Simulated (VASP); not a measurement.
All values below come from PBE GGA with D4 dispersion, VASP's PBE PAW potentials (set 64) (plane waves; VASP).

Input for VASP

**KPOINTS**
```
Automatic mesh
0
Gamma
16 16 16
0 0 0
```

File POSCAR:
```
Pd
1
    0.0000000000     1.9528991739     1.9528991739
    1.9528991739     0.0000000000     1.9528991739
    1.9528991739     1.9528991739     0.0000000000
Pd
1
Direct
  0.0000000000   0.0000000000   0.0000000000
```

### INCAR
```
SYSTEM = Pd
PREC = Accurate
ENCUT = 520
EDIFF = 1E-7
NELM = 100
ALGO = Normal
LREAL = .FALSE.
LASPH = .TRUE.
ISMEAR = 1
SIGMA = 0.1
GGA = PE
IVDW = 13
LMAXMIX = 4
LWAVE = .FALSE.
LCHARG = .FALSE.
ISIF = 2
```

POTCAR, in this order: Pd (PBE.64 set). Program: vasp_std.

Output

**OSZICAR**
```
       N       E                     dE             d eps       ncg     rms          rms(c)
DAV:   1     0.378264605553E+02    0.37826E+02   -0.53379E+03  2634   0.104E+03
DAV:   2    -0.513547378450E+01   -0.42962E+02   -0.41737E+02  2820   0.191E+02
DAV:   3    -0.548151075062E+01   -0.34604E+00   -0.33909E+00  3059   0.201E+01
DAV:   4    -0.548328351460E+01   -0.17728E-02   -0.17727E-02  2985   0.132E+00
DAV:   5    -0.548330696669E+01   -0.23452E-04   -0.23452E-04  3034   0.130E-01    0.754E+00
DAV:   6    -0.522531303142E+01    0.25799E+00   -0.12002E+00  2667   0.103E+01    0.370E+00
DAV:   7    -0.521483787011E+01    0.10475E-01   -0.79970E-03  2904   0.823E-01    0.195E+00
DAV:   8    -0.521111350552E+01    0.37244E-02   -0.10630E-03  2774   0.259E-01    0.514E-02
DAV:   9    -0.521111593111E+01   -0.24256E-05   -0.76131E-06  3306   0.315E-02    0.113E-02
DAV:  10    -0.521111988091E+01   -0.39498E-05   -0.15854E-06  2930   0.136E-02    0.257E-03
DAV:  11    -0.521111968804E+01    0.19287E-06   -0.33639E-08  2138   0.171E-03    0.427E-04
DAV:  12    -0.521111963506E+01    0.52980E-07   -0.33394E-09  1372   0.660E-04
   1 F= -.56991006E+01 E0= -.56990513E+01  d E =-.148089E-03
```

### OUTCAR
```
------------------------ aborting loop because EDIFF is reached ----------------------------------------
  Edisp (eV):   -0.48798
  FORCE on cell =-STRESS in cart. coord.  units (eV):
  Direction    XX          YY          ZZ          XY          YZ          ZX
  --------------------------------------------------------------------------------------
  Total      -0.01311    -0.01311    -0.01311     0.00000     0.00000    -0.00000
  in kB      -1.41009    -1.41009    -1.41009     0.00000     0.00000    -0.00000
  external pressure =       -1.41 kB  Pullay stress =        0.00 kB
  volume of cell :       14.90
      direct lattice vectors                 reciprocal lattice vectors
     0.000000000  1.952899174  1.952899174    -0.256029603  0.256029603  0.256029603
     1.952899174  0.000000000  1.952899174     0.256029603 -0.256029603  0.256029603
     1.952899174  1.952899174  0.000000000     0.256029603  0.256029603 -0.256029603
 POSITION                                       TOTAL-FORCE (eV/Angst)
 -----------------------------------------------------------------------------------
      0.00000      0.00000      0.00000         0.000000     -0.000000      0.000000
 -----------------------------------------------------------------------------------
    total drift:                               -0.000000     -0.000000     -0.000000
  FREE ENERGIE OF THE ION-ELECTRON SYSTEM (eV)
  ---------------------------------------------------
  free  energy   TOTEN  =        -5.6991006283 eV

  energy  without entropy=       -5.6989525388  energy(sigma->0) =       -5.69905127
```
(Selected blocks of OUTCAR.)

The compound is Pd in the fcc structure. It was relaxed first.
